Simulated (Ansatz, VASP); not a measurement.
**SbAs: VASP beside Ansatz**

One calculation is typed for both programs; each brings its own data sets. How far apart do they land? The cell is generated by rule, not measured, and may not be a known phase. The cell is taken from a series of runs on this material, whose earlier steps may have relaxed, scaled, displaced or heated it; both programs get it as it stands.

Program: Ansatz 0.2.0. Level of theory: plane waves, with VASP 6.6.1 beside it; single point at PBEsol. Results are calculated unless marked as measured.

The structure was built from a prototype and need not be the compound's stable phase.

**1. The structure**

The structure is orthorhombic, space group Pmc2_1 (No. 26). Conventional cell: a = 4.545 Å, b = 4.545 Å, c = 12.855 Å, α = 90.00°, β = 90.00°, γ = 90.00°. Sb has 4 As at 2.77 to 2.80 Å nearest. Sb has 4 As at 2.78 to 2.79 Å nearest. Nearest to As lie 4 Sb at 2.78 to 2.79 Å. As has 4 Sb at 2.77 to 2.80 Å nearest. Farther neighbours are not listed.

**2. Ansatz: single point, PBEsol, pair 1**

Ansatz runs on its default PAW (the set named soft_2) files.

With cell and atoms fixed, the geometry can't cause a difference; cores, projectors, grids and the points listed under the comparison can.

input.yaml reads:

```yaml
crystal:
  lattice:
    - [0.0, -3.2138340659, -3.2138340659]
    - [0.0, 3.2138340659, -3.2138340659]
    - [12.8553362638, 0.0, 0.0]
  atoms:
    - { symbol: Sb, position: [0.5, 0.5114881071, 0.25] }
    - { symbol: Sb, position: [0.5, 0.4885118929, 0.75] }
    - { symbol: Sb, position: [0.0, 0.0293918541, 0.0] }
    - { symbol: Sb, position: [0.0, -0.0293918541, 0.5] }
    - { symbol: As, position: [0.0, 0.5308027569, 0.875] }
    - { symbol: As, position: [0.0, 0.4691972431, 0.375] }
    - { symbol: As, position: [0.5, -0.0162029724, 0.625] }
    - { symbol: As, position: [0.5, 0.0162029724, 0.125] }
kpoints:
  mp_grid: { grid: [8, 8, 4] }
hamiltonian:
  xc: pbesol
scf:
  occupations: { method: methfessel_paxton, width: 0.2 }
output:
  forces: true
  stress: true
  eigenvalues: true
```

Started as:

```sh
> ansatz run input.yaml --threads 4 --pin off --max-ram 7168MiB --backend cpu --events-out ev --progress --plain --runs-dir out
```

Numbers of over 12 decimals in the logs are rounded to 6 here.

Output:

```text
Engine: ansatz 0.2.0, aarch64-unknown-linux-gnu
Pseudopotentials: kind: paw
Pseudopotential: Sb, paw, valence charge 15, recommended cutoff 420 eV (normal), Sb.paw.azcp
Pseudopotential: As, paw, valence charge 15, recommended cutoff 420 eV (normal), As.paw.azcp
Functional definition: PBEsol
  exchange = pbesol_x
  correlation = pbesol_c
Crystal: 8 atoms, lattice volume = 265.559 Å³
Basis set: ecut = 420 eV, 5187 PW (Γ), exchange–correlation on 64×64×180 points (8 copies of the dense FFT grid, shifted against one another)
Bands: 72, of which v1, the nominal top of the filled ones, is band 60 counted from 1 (59 counted from 0)
Symmetry: 4 space group operations
Space group: Pmc21 (ITA 26), of the structure as read, at distance tolerance 6.4e-5 Å
k-points: 75 of 256 (time reversal used)
Non-local potential: Sb, projectors of the file, l = 0: 2, l = 1: 2, l = 2: 2, l = 3: 2
Non-local potential: As, projectors of the file, l = 0: 2, l = 1: 2, l = 2: 3, l = 3: 1
PAW form: soft (Blöchl's): semilocal exchange-correlation on the pseudo side does not see the compensation charge
PAW frozen core: Sb, regenerated for the run's functional, and the local potential with it (the file was generated under x = pbe(κ = 0.804, μ = 0.219515), c = pbe(β = 0.066725))
PAW frozen core: As, regenerated for the run's functional, and the local potential with it (the file was generated under x = pbe(κ = 0.804, μ = 0.219515), c = pbe(β = 0.066725))
PAW one-centre angular grid: Sb, 590 points (default); XC on 64 Gauss nodes
PAW one-centre angular grid: As, 590 points (default); XC on 64 Gauss nodes
Initial density: superposition of atomic densities (neutral atoms: chi_scale 0, normalization atom), corrected by the library's trained network
Initial wavefunctions: pseudopotential atomic-orbital guess
Functional: x = pbesol(κ = 0.804, μ = 0.123457), c = pbesol(β = 0.046)
SCF iter   1: F=—  HF=-44881.466486 eV  |F-HF|=—  |Δ(HF+E_count)|=         —  Δρ=2.35e-3  dr2=2.16e-2  ethr=1.77e-3  ⟨swp⟩=6.0  Hψ=19404  notcnv=0
preconditioner: auto → LDOS  [metal: Δε(μ)=0.013 eV  Ē_g=7.876 eV  σ=0.200 eV  W_gap=0.06  n_scr=56 (ndim 8)  ℏωp=14.4 eV  f_vac=0.105  D(μ)=6.09/eV (n_scr^D=48)  β→1.0]
SCF iter   2: F=—  HF=-44881.459570 eV  |F-HF|=—  |Δ(HF+E_count)|=   6.92e-3  S|Δr|=    0.00e0  Δρ=9.95e-4  dr2=3.48e-3  ethr=1.80e-5  ⟨swp⟩=2.0  Hψ=10750  notcnv=0  defer=1
SCF iter   3: F=—  HF=-44881.458408 eV  |F-HF|=—  |Δ(HF+E_count)|=   1.16e-3  S|Δr|=    0.00e0  Δρ=4.53e-4  dr2=7.61e-4  ethr=2.90e-6  ⟨swp⟩=2.0  Hψ=9687  notcnv=0  defer=1
SCF iter   4: F=—  HF=-44881.458145 eV  |F-HF|=—  |Δ(HF+E_count)|=   2.63e-4  S|Δr|=    0.00e0  Δρ=1.16e-4  dr2=5.35e-5  ethr=6.34e-7  ⟨swp⟩=2.1  Hψ=8208  notcnv=0  defer=1
SCF iter   5: F=—  HF=-44881.458186 eV  |F-HF|=—  |Δ(HF+E_count)|=   4.11e-5  S|Δr|=    0.00e0  Δρ=3.59e-5  dr2=5.78e-6  ethr=4.46e-8  ⟨swp⟩=2.0  Hψ=8156  notcnv=0  defer=1
SCF iter   6: F=—  HF=-44881.458185 eV  |F-HF|=—  |Δ(HF+E_count)|=   6.54e-7  S|Δr|=    0.00e0  Δρ=8.98e-6  dr2=4.04e-7  ethr=4.82e-9  ⟨swp⟩=2.0  Hψ=9739  notcnv=0  defer=1
SCF iter   7: F=-44881.458185 eV  HF=-44881.458185 eV  |F-HF|=4.29e-8  |Δ(HF+E_count)|=   2.65e-8  S|Δr|=    0.00e0  Δρ=3.11e-6  dr2=4.08e-8  ethr=8.33e-11  ⟨swp⟩=10.2  Hψ=25382  notcnv=0
SCF 1 converged in 7 iterations: F = -44881.458185 eV  dr2 = 4.08e-8
  greatest PAW one-centre occupation: 0.999 electrons in one spin orbital (limit 2), on the As atom at site 5 (counted from 0), in its partial waves of l = 2
SCF converged after 7 iterations
Stability not checked: this state was not tested for a lower state beside it, because cold or Methfessel-Paxton smearing, or corrected tetrahedra, fill the levels in a way that the test cannot read (fill_not_monotonic; see scf.lower_state_search)
Free energy (F): -44881.458185 eV
Harris-Foulkes:  -44881.458185 eV  (|F-HF|=4.29e-8)
Internal energy: -44881.440541 eV  (E = F + TS)
E sigma→0 (E₀):  -44881.453774 eV
Entropy (-TS):   -0.017644 eV (-2.205 meV/atom)
Fermi energy:    6.938468 eV
--- Per-component energies (eV) ---
  E_band       = -1994.732782
  E_kinetic    = 1234.935769
  E_local      = -15751.724667  (includes V_loc(G=0)·N_el)
  E_nonlocal   = -1221.689934
  E_hartree    = 7739.588016
  E_xc         = -860.994335
  E_vxc        = -697.833928  (∫ρ·V_xc dr)
  E_paw        = -25162.039140  (= ΣΔE_a)
  E_vpaw       = -1037.616130  (= ΣTr[D̂ρ^β])
  E_aug_tail   = 0.000023  (compensation charges beyond the density's cutoff)
  E_ewald      = -10864.709415
  E_core_change = 5.193143  (= ΣΔE_core)
  E_smearing   = -0.017644  (= −TS)
  E_closure    = -0.000000  (closes the sum)
  Σ components = -44881.458185   (vs F -44881.458185, Δ=0.00e0)
--- Forces (eV/Å), atoms counted from 1 ---
  atom   1  Sb     0.03278719     0.03923086    -0.03923086
  atom   2  Sb     0.03278719    -0.03923086     0.03923086
  atom   3  Sb     0.02680250     0.10102529    -0.10102529
  atom   4  Sb     0.02680250    -0.10102529     0.10102529
  atom   5  As    -0.04056671     0.06852162    -0.06852162
  atom   6  As    -0.04056671    -0.06852162     0.06852162
  atom   7  As    -0.01901728    -0.03940999     0.03940999
  atom   8  As    -0.01901728     0.03940999    -0.03940999
  max |Σ_I F_I| component: 1.14e-5 eV/Å
--- Stress (GPa, compression-positive) ---
        0.078743       0.000000      -0.000000
        0.000000       0.088130      -0.086844
       -0.000000      -0.086844       0.088130
  P = ⅓ Tr σ = 0.0850 GPa (0.850 kbar)
--- Band table (eV; the first three rows and the last of 75) ---
  k-point 0: bands = [... 56 lower, 4.9542, 6.1826, 6.4222, 6.4236, 6.4767, 6.5556, 6.5623, 7.5657, ... 8 higher]
  k-point 1: bands = [... 56 lower, 5.1412, 6.0890, 6.1762, 6.3352, 6.4887, 6.6244, 6.8384, 7.4533, ... 8 higher]
  k-point 2: bands = [... 56 lower, 5.5947, 5.5947, 6.2127, 6.2127, 6.6005, 6.6005, 7.1635, 7.1635, ... 8 higher]
  k-point 74: bands = [... 56 lower, 6.7524, 6.7524, 6.8358, 6.8358, 7.0586, 7.0586, 7.1409, 7.1409, ... 8 higher]
```

The run ends at a pressure of 0.09 GPa, with forces up to 0.15 eV/Å.

**3. VASP: single point, PBEsol, pair 1**

The same cell, functional, mesh and smearing now go to VASP, with its own data sets.

Lines of VASP's logs that name or quote its potential files are left out, and so is its time.

INCAR reads:

```
SYSTEM = SbAs
PREC = Accurate
ENCUT = 500
EDIFF = 1E-06
NELM = 120
ISMEAR = 1
SIGMA = 0.2
LREAL = .FALSE.
ALGO = Normal
GGA = PS
NBANDS = 28
LORBIT = 11
LWAVE = .FALSE.
LCHARG = .FALSE.
ISIF = 2
LASPH = .TRUE.
GGA_COMPAT = .FALSE.
KPAR = 2
```

POSCAR reads:

```
SbAs
1.0
    0.0000000000     -3.2138340659     -3.2138340659
    0.0000000000      3.2138340659     -3.2138340659
   12.8553362638      0.0000000000      0.0000000000
Sb As
4 4
Direct
    0.5000000000      0.5114881071      0.2500000000
    0.5000000000      0.4885118929      0.7500000000
    0.0000000000      0.0293918541      0.0000000000
    0.0000000000      0.9706081459      0.5000000000
    0.0000000000      0.5308027569      0.8750000000
    0.0000000000      0.4691972431      0.3750000000
    0.5000000000      0.9837970276      0.6250000000
    0.5000000000      0.0162029724      0.1250000000
```

KPOINTS reads:

```
Automatic mesh
0
Gamma
8 8 4
0 0 0
```

PAW data sets: Sb and As (PBE family, release 64).

Started as:

```sh
> mpirun -np 2 vasp_std
```

Output:

```text
[banner, memory and clock lines left out]
running    2 mpi-ranks, on    1 nodes
 distrk:  each k-point on    1 cores,    2 groups
 distr:  one band on    1 cores,    1 groups

 POSCAR found type information on POSCAR SbAs
 POSCAR found :  2 types and       8 ions
|                                                                             |
|               ----> ADVICE to this user running VASP <----                  |
|                                                                             |
|     You enforced a specific xc type in the INCAR file but a different       |
|     [... a line on the potential file left out ...]
|     I HOPE YOU KNOW WHAT YOU ARE DOING!                                     |
|                                                                             |

 LDA part: xc-table for (Slater+PW92), standard interpolation
 POSCAR, INCAR and KPOINTS ok, starting setup
 FFT: planning ... GRIDC
 FFT: planning ... GRID_SOFT
 FFT: planning ... GRID
 WAVECAR not read
 entering main loop
       N       E                     dE             d eps       ncg     rms          rms(c)
DAV:   1     0.184844497065E+03    0.18484E+03   -0.13556E+04  4200   0.108E+03
DAV:   2    -0.165560757059E+02   -0.20140E+03   -0.19616E+03  5240   0.176E+02
DAV:   3    -0.355623329870E+02   -0.19006E+02   -0.18518E+02  5132   0.566E+01
DAV:   4    -0.360789093156E+02   -0.51658E+00   -0.51201E+00  5352   0.956E+00
DAV:   5    -0.360883234857E+02   -0.94142E-02   -0.94043E-02  5296   0.142E+00    0.623E+00
DAV:   6    -0.357586405842E+02    0.32968E+00   -0.97711E-01  4976   0.289E+00    0.387E+00
DAV:   7    -0.357223717692E+02    0.36269E-01   -0.15014E-01  4988   0.147E+00    0.945E-01
DAV:   8    -0.357170563108E+02    0.53155E-02   -0.11532E-02  5704   0.428E-01    0.218E-01
DAV:   9    -0.357169872373E+02    0.69073E-04   -0.17375E-03  5032   0.192E-01    0.787E-02
DAV:  10    -0.357170008724E+02   -0.13635E-04   -0.59998E-05  5360   0.349E-02    0.311E-02
DAV:  11    -0.357170177652E+02   -0.16893E-04   -0.46187E-05  4848   0.263E-02    0.738E-03
DAV:  12    -0.357170161214E+02    0.16438E-05   -0.75027E-06  4760   0.110E-02    0.485E-03
DAV:  13    -0.357170165878E+02   -0.46638E-06   -0.12797E-06  2724   0.459E-03
   1 F= -.35717017E+02 E0= -.35711031E+02  d E =-.179567E-01
```

From OUTCAR (step 3):

```text
ion  position               nearest neighbor table
   1  0.500  0.511  0.250-   8 2.77   6 2.79   6 2.79   8 2.80
   2  0.500  0.489  0.750-   7 2.77   5 2.79   5 2.79   7 2.80
   3  0.000  0.029  0.000-   5 2.78   8 2.78   8 2.78   5 2.79
   4  0.000  0.971  0.500-   6 2.78   7 2.78   7 2.78   6 2.79
   5  0.000  0.531  0.875-   3 2.78   3 2.79   2 2.79   2 2.79
   6  0.000  0.469  0.375-   4 2.78   4 2.79   1 2.79   1 2.79
   7  0.500  0.984  0.625-   2 2.77   4 2.78   4 2.78   2 2.80
   8  0.500  0.016  0.125-   1 2.77   3 2.78   3 2.78   1 2.80

  LATTYP: Found a simple tetragonal cell.
 ALAT       =     4.5450477232
 C/A-ratio  =     2.8284271248

 Subroutine GETGRP returns: Found  4 space group operations
 (whereof  2 operations were pure point group operations)

The static configuration has the point symmetry C_1h.
 The point group associated with its full space group is C_2v.

 Found     75 irreducible k-points:

   k-points           NKPTS =     75   k-points in BZ     NKDIM =     75   number of bands    NBANDS=     28

   dimension x,y,z NGX =    36 NGY =   36 NGZ =   96
   dimension x,y,z NGXF=    72 NGYF=   72 NGZF=  192

   ENCUT  =  500.0 eV  36.75 Ry    6.06 a.u.   8.29  8.29 23.44*2*pi/ulx,y,z

   NELECT =      40.0000    total number of electrons

 k-points in reciprocal lattice and weights: Automatic mesh
   0.00000000  0.00000000  0.00000000       0.004
   0.12500000  0.00000000  0.00000000       0.008
   0.00000000  0.12500000  0.00000000       0.008
   0.25000000  0.00000000  0.00000000       0.008
   0.00000000  0.25000000  0.00000000       0.008
   0.37500000  0.00000000  0.00000000       0.008
   0.00000000  0.37500000  0.00000000       0.008
   0.50000000  0.00000000  0.00000000       0.004
   0.00000000  0.50000000  0.00000000       0.004
[...]
-0.37500000  0.50000000  0.50000000       0.008
   0.50000000  0.50000000  0.50000000       0.004

 average (electrostatic) potential at core
       1 -88.8726       2 -88.8726       3 -88.8770       4 -88.8770       5 -50.7978
       6 -50.7978       7 -50.8038       8 -50.8038

 E-fermi :   3.9518

 k-point     1 :       0.0000    0.0000    0.0000
  band No.  band energies     occupation
    ...
     19       3.4336      2.00153
     20       3.4399      2.00177
     21       3.4918      2.00540
     22       3.5656      2.01988
     23       3.5725      2.02204
     24       4.5754     -0.00010
     25       4.5870     -0.00007
     26       4.6487     -0.00001
     27       6.5647     -0.00000
     28       6.6008     -0.00000

 k-point     2 :       0.1250    0.0000    0.0000
  band No.  band energies     occupation
    ...
     17       2.1121      2.00000
     18       3.2539      2.00001
     19       3.2877      2.00003
     20       3.3213      2.00008
     21       3.9582      0.94511
     22       4.0735      0.15231
     23       4.0819      0.11703
     24       4.6372     -0.00001
     25       4.7301     -0.00000
     26       4.9704     -0.00000
    ...

 k-point     3 :       0.0000    0.1250    0.0000
  band No.  band energies     occupation
    ...
     17       2.0765      2.00000
     18       3.2271      2.00000
     19       3.2808      2.00002
     20       3.3714      2.00032
     21       3.9599      0.93090
     22       4.0726      0.15623
     23       4.0838      0.10960
     24       4.6739     -0.00000
     25       4.6921     -0.00000
     26       4.9679     -0.00000
    ...

  Total        0.3406148      0.3641149      0.3641149      0.0000000     -0.1503103      0.0000000
  in kB        2.0550094      2.1967908      2.1967908      0.0000000     -0.9068575      0.0000000
  external PRESSURE =       2.1495303 kB  Pullay stress =       0.0000000 kB

  energy-cutoff  :      500.00
  volume of cell :      265.56
      direct lattice vectors                 reciprocal lattice vectors
     0.000000000 -3.213834066 -3.213834066     0.000000000 -0.155577416 -0.155577416
     0.000000000  3.213834066 -3.213834066     0.000000000  0.155577416 -0.155577416
    12.855336264  0.000000000  0.000000000     0.077788708  0.000000000  0.000000000

 POSITION                                       TOTAL-FORCE (eV/Angst)
 -----------------------------------------------------------------------------------
      3.21383      0.03692     -3.25075         0.033280      0.046167     -0.046167
      9.64150     -0.03692     -3.17691         0.033280     -0.046167      0.046167
      0.00000      0.09446     -0.09446         0.026471      0.099933     -0.099933
      6.42767      3.11937     -3.11937         0.026471     -0.099933      0.099933
     11.24842      1.70591     -1.70591        -0.040493      0.069773     -0.069773
      4.82075      1.50792     -1.50792        -0.040493     -0.069773      0.069773
      8.03459      1.55484     -4.76868        -0.019258     -0.032887      0.032887
      1.60692     -1.55484     -1.65899        -0.019258      0.032887     -0.032887
 -----------------------------------------------------------------------------------
    total drift:                               -0.000023     -0.000000      0.000000

  FREE ENERGIE OF THE ION-ELECTRON SYSTEM (eV)
  ---------------------------------------------------
  free  energy   TOTEN  =       -35.7170165878 eV

  energy  without entropy=      -35.6990598712  energy(sigma->0) =      -35.71103102

 total charge
# of ion       s       p       d       tot
------------------------------------------
    1        1.250   1.083   0.035   2.368
    2        1.250   1.083   0.035   2.368
    3        1.249   1.085   0.035   2.369
    4        1.249   1.085   0.035   2.369
    5        1.331   1.336   0.029   2.696
    6        1.331   1.336   0.029   2.696
    7        1.330   1.338   0.029   2.697
    8        1.330   1.338   0.029   2.697
--------------------------------------------------
tot         10.320   9.683   0.258  20.260

[... 3 further parts left out ...]
```

The run ends at a pressure of 0.21 GPa, with forces up to 0.14 eV/Å.

**4. Side by side**

Known differences besides the potentials themselves: the data sets hold 120 valence electrons in Ansatz (on its default PAW (the set named soft_2) files) and 40 in VASP; the cutoff is 420 eV in Ansatz and 500 eV in VASP; Ansatz makes its cores anew for this functional, VASP keeps those of its PBE data sets. Total energies have different zeros and are not compared.

The two programs side by side:

| quantity | Ansatz | VASP | difference |
| --- | --- | --- | --- |
| pressure (GPa) | 0.09 | 0.21 | -0.13 |

Forces (eV/Å; atoms numbered as in POSCAR):

| atom | Ansatz x, y, z | VASP x, y, z |
| --- | --- | --- |
| Sb1 | 0.033, 0.039, -0.039 | 0.033, 0.046, -0.046 |
| Sb2 | 0.033, -0.039, 0.039 | 0.033, -0.046, 0.046 |
| Sb3 | 0.027, 0.101, -0.101 | 0.026, 0.100, -0.100 |
| Sb4 | 0.027, -0.101, 0.101 | 0.026, -0.100, 0.100 |
| As5 | -0.041, 0.069, -0.069 | -0.040, 0.070, -0.070 |
| As6 | -0.041, -0.069, 0.069 | -0.040, -0.070, 0.070 |
| As7 | -0.019, -0.039, 0.039 | -0.019, -0.033, 0.033 |
| As8 | -0.019, 0.039, -0.039 | -0.019, 0.033, -0.033 |

The forces differ by 4.0 meV/Å r.m.s., which is 6.8 % of the r.m.s. force of 0.058 eV/Å (both taken over all components).

**5. Ansatz: single point, PBEsol, pair 2**

A single point gives forces, pressure and levels at one fixed geometry, so differences don't come from the geometry; what else differs is listed under the comparison.

The cell is taken from a series of runs on this material, whose earlier steps may have relaxed, scaled, displaced or heated it; both programs get it as it stands.

input.yaml, the sections that differ from step 2:

```yaml
crystal:
  lattice:
    - [0.0, -3.2138340659, -3.2138340659]
    - [0.0, 3.2138340659, -3.2138340659]
    - [12.8553362638, 0.0, 0.0]
  atoms:
    - { symbol: Sb, position: [0.5, 0.5180527398, 0.25] }
    - { symbol: Sb, position: [0.5, 0.4819472602, 0.75] }
    - { symbol: Sb, position: [0.0, 0.0461871993, 0.0] }
    - { symbol: Sb, position: [0.0, -0.0461871993, 0.5] }
    - { symbol: As, position: [0.0, 0.5484043322, 0.875] }
    - { symbol: As, position: [0.0, 0.4515956678, 0.375] }
    - { symbol: As, position: [0.5, -0.0254618138, 0.625] }
    - { symbol: As, position: [0.5, 0.0254618138, 0.125] }
# kpoints, hamiltonian, scf, output: as in step 2
```

Started as:

```sh
> ansatz run input.yaml --threads 4 --pin off --max-ram 7168MiB --backend cpu --events-out ev --progress --plain --runs-dir out
```

Output:

```text
[...]
Crystal: 8 atoms, lattice volume = 265.559 Å³
Basis set: ecut = 420 eV, 5187 PW (Γ), exchange–correlation on 64×64×180 points (8 copies of the dense FFT grid, shifted against one another)
Bands: 72, of which v1, the nominal top of the filled ones, is band 60 counted from 1 (59 counted from 0)
Symmetry: 4 space group operations
[...]
k-points: 75 of 256 (time reversal used)
[...]
k-point 0: bands = [... 56 lower, 4.9851, 6.1786, 6.3550, 6.4190, 6.4742, 6.5689, 6.5779, 7.5579, ... 8 higher]
  k-point 1: bands = [... 56 lower, 5.1639, 6.0830, 6.1739, 6.3412, 6.4813, 6.5908, 6.8497, 7.4609, ... 8 higher]
  k-point 2: bands = [... 56 lower, 5.6131, 5.6131, 6.2137, 6.2137, 6.5809, 6.5809, 7.1713, 7.1713, ... 8 higher]
  k-point 74: bands = [... 56 lower, 6.6432, 6.6432, 6.7843, 6.7843, 7.0867, 7.0867, 7.2251, 7.2251, ... 8 higher]
[key lines of the parts left out:]
SCF converged after 7 iterations
Free energy (F): -44881.512071 eV
Fermi energy:    6.935495 eV
P = ⅓ Tr σ = -0.0942 GPa (-0.942 kbar)
```

The run ends at a pressure of -0.09 GPa, with forces up to 0.22 eV/Å.

(Part 1 of 2 ends here.)

[Lines on the potential files, build, host, timing and source positions are cut from VASP's logs without a mark.]

[Logs are printed without paths, hosts, clocks, repeated set-up lines and the standing remarks that a program may print on its own settings, such as how far it seeks lower states.]

[Hosts, paths, dates, database ids (printed as entryN), source tags and the programs' standing remarks are cut or masked in the printed files.]
